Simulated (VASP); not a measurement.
Computed with PBEsol GGA, VASP's PBE PAW potentials (set 64) (plane waves; VASP 6.6.1).

A VASP calculation is set up with these files.

**INCAR**
```
SYSTEM = RhO
PREC = Accurate
ENCUT = 520
EDIFF = 1E-7
NELM = 100
ALGO = Normal
LREAL = .FALSE.
LASPH = .TRUE.
ISMEAR = -5
GGA = PS
LMAXMIX = 4
LWAVE = .FALSE.
LCHARG = .TRUE.
LORBIT = 11
NEDOS = 601
ISIF = 2
```

File KPOINTS:
```
Automatic mesh
0
Gamma
15 15 15
0 0 0
```

POSCAR:
```
RhO
1
    2.7176003588    -0.0000000000    -0.0000000000
   -0.0000000000     2.7176003588    -0.0000000000
    0.0000000000     0.0000000000     2.7176003588
Rh O
1 1
Direct
  0.0000000000   0.0000000000   0.0000000000
  0.5000000000   0.5000000000   0.5000000000
```

POTCAR, in this order: Rh_pv O (PBE.64 set). Program: vasp_std.

Output of the run:

File OUTCAR:
```
 ion  position               nearest neighbor table
   1  0.000  0.000  0.000-   2 2.35   2 2.35   2 2.35   2 2.35   2 2.35   2 2.35   2 2.35   2 2.35
  LATTYP: Found a simple cubic cell.
 ALAT       =     2.7176003588
 Subroutine PRICEL returns:
 Original cell was already a primitive cell.
 Subroutine GETGRP returns: Found 48 space group operations
The static configuration has the point symmetry O_h .
The dynamic configuration has the point symmetry O_h .
 Subroutine INISYM returns: Found 48 space group operations
 Subroutine IBZKPT returns following result:
 Found    120 irreducible k-points:

 Following reciprocal coordinates:
            Coordinates               Weight
  0.000000  0.000000  0.000000      1.000000
  0.066667  0.000000  0.000000      6.000000
  0.133333  0.000000  0.000000      6.000000
  0.200000  0.000000  0.000000      6.000000
  0.266667  0.000000  0.000000      6.000000
  0.333333  0.000000  0.000000      6.000000
  0.400000  0.000000  0.000000      6.000000
  0.466667  0.000000  0.000000      6.000000
  0.066667  0.066667  0.000000     12.000000
  0.133333  0.066667  0.000000     24.000000
...
```

OSZICAR:
```
       N       E                     dE             d eps       ncg     rms          rms(c)
DAV:   1     0.183447255016E+03    0.18345E+03   -0.13067E+04  3368   0.160E+03
DAV:   2    -0.866826423222E+01   -0.19212E+03   -0.18848E+03  3882   0.441E+02
DAV:   3    -0.138555919406E+02   -0.51873E+01   -0.51530E+01  3696   0.781E+01
DAV:   4    -0.138851359832E+02   -0.29544E-01   -0.29530E-01  4202   0.618E+00
DAV:   5    -0.138853943577E+02   -0.25837E-03   -0.25828E-03  3830   0.562E-01    0.137E+01
DAV:   6    -0.134901134927E+02    0.39528E+00   -0.93234E+00  3732   0.349E+01    0.112E+01
DAV:   7    -0.126666735668E+02    0.82344E+00   -0.37313E+00  3974   0.207E+01    0.591E+00
DAV:   8    -0.126519220142E+02    0.14752E-01   -0.32802E-01  3534   0.611E+00    0.734E-01
DAV:   9    -0.126449785771E+02    0.69434E-02   -0.15713E-02  3708   0.168E+00    0.346E-01
DAV:  10    -0.126433780783E+02    0.16005E-02   -0.45499E-03  3642   0.827E-01    0.104E-01
DAV:  11    -0.126432614075E+02    0.11667E-03   -0.22706E-04  3882   0.153E-01    0.619E-02
DAV:  12    -0.126432598223E+02    0.15851E-05   -0.43551E-06  3872   0.232E-02    0.802E-03
DAV:  13    -0.126432603201E+02   -0.49780E-06   -0.37048E-06  3876   0.196E-02    0.420E-03
DAV:  14    -0.126432599737E+02    0.34637E-06   -0.33106E-07  3702   0.667E-03    0.759E-04
DAV:  15    -0.126432599865E+02   -0.12762E-07   -0.23157E-08  2052   0.177E-03
   1 F= -.12643260E+02 E0= -.12643260E+02  d E =0.000000E+00
```

**OUTCAR**
```
------------------------ aborting loop because EDIFF is reached ----------------------------------------
  FORCE on cell =-STRESS in cart. coord.  units (eV):
  Direction    XX          YY          ZZ          XY          YZ          ZX
  --------------------------------------------------------------------------------------
  Total        0.0136814      0.0136814      0.0136814     -0.0000000     -0.0000000      0.0000000
  in kB        1.0921546      1.0921546      1.0921546     -0.0000000     -0.0000000      0.0000000
  external PRESSURE =       1.0921546 kB  Pullay stress =       0.0000000 kB
  volume of cell :       20.07
      direct lattice vectors                 reciprocal lattice vectors
     2.717600359  0.000000000  0.000000000     0.367971691  0.000000000  0.000000000
     0.000000000  2.717600359  0.000000000     0.000000000  0.367971691  0.000000000
     0.000000000  0.000000000  2.717600359     0.000000000  0.000000000  0.367971691
 POSITION                                       TOTAL-FORCE (eV/Angst)
 -----------------------------------------------------------------------------------
      0.00000      0.00000      0.00000         0.000000      0.000000      0.000000
      1.35880      1.35880      1.35880         0.000000      0.000000      0.000000
 -----------------------------------------------------------------------------------
    total drift:                               -0.000000      0.000000      0.000000
  FREE ENERGIE OF THE ION-ELECTRON SYSTEM (eV)
  ---------------------------------------------------
  free  energy   TOTEN  =       -12.6432599865 eV

  energy  without entropy=      -12.6432599865  energy(sigma->0) =      -12.64325999

 total charge

# of ion       s       p       d       tot
------------------------------------------
    1        0.259   6.208   7.115  13.582
    2        1.614   3.197   0.000   4.811
--------------------------------------------------
tot          1.872   9.405   7.115  18.392
```
(Selected blocks of OUTCAR.)

OUTCAR:
```
 val. band max:       10.3110186930   @ k =   0.2000   0.2000   0.2000

 cond. band min:      10.2149399673   @ k =   0.4000   0.3333   0.0000


 Fermi energy:        10.2344798805

 k-point     1 :       0.0000    0.0000    0.0000
  band No.  band energies     occupation
      1     -36.1791      2.00000
      2     -36.1791      2.00000
      3     -36.1791      2.00000
      4     -10.1441      2.00000
      5       5.3467      2.00000
      6       5.3467      2.00000
      7       6.7531      2.00000
      8       6.7531      2.00000
      9       6.7531      2.00000
     10       9.7639      2.00000
     11       9.7639      2.00000
     12       9.7639      2.00000
     13      10.8279      0.00000
     14      27.7832      0.00000

 k-point     2 :       0.0667    0.0000    0.0000
  band No.  band energies     occupation
      1     -36.1956      2.00000
      2     -36.1777      2.00000
      3     -36.1777      2.00000
      4     -10.1016      2.00000
      5       5.2079      2.00000
      6       5.3701      2.00000
      7       6.6618      2.00000
      8       6.6618      2.00000
      9       6.7271      2.00000
     10       9.7721      2.00000
     11       9.8459      2.00000
     12       9.8459      2.00000
     13      11.1164      0.00000
     14      27.4371      0.00000

 k-point     3 :       0.1333    0.0000    0.0000
  band No.  band energies     occupation
      1     -36.2420      2.00000
      2     -36.1737      2.00000
      3     -36.1737      2.00000
      4      -9.9789      2.00000
      5       4.6898      2.00000
      6       5.4372      2.00000
      7       6.4249      2.00000
      8       6.4249      2.00000
      9       6.9197      2.00000
     10       9.7954      2.00000
     11      10.0586      2.02514
     12      10.0586      2.02006
     13      11.8106      0.00000
     14      26.5460      0.00000

 k-point     4 :       0.2000    0.0000    0.0000
  band No.  band energies     occupation
...
```

For a metal the tetrahedron method with Blöchl corrections gives inexact stress and forces.

The structure was generated: RhO was put into the CsCl type type (Pm-3m), which need not be its known phase. It was relaxed first. The electron count is odd and the run is not spin-polarised, which forces a metal.
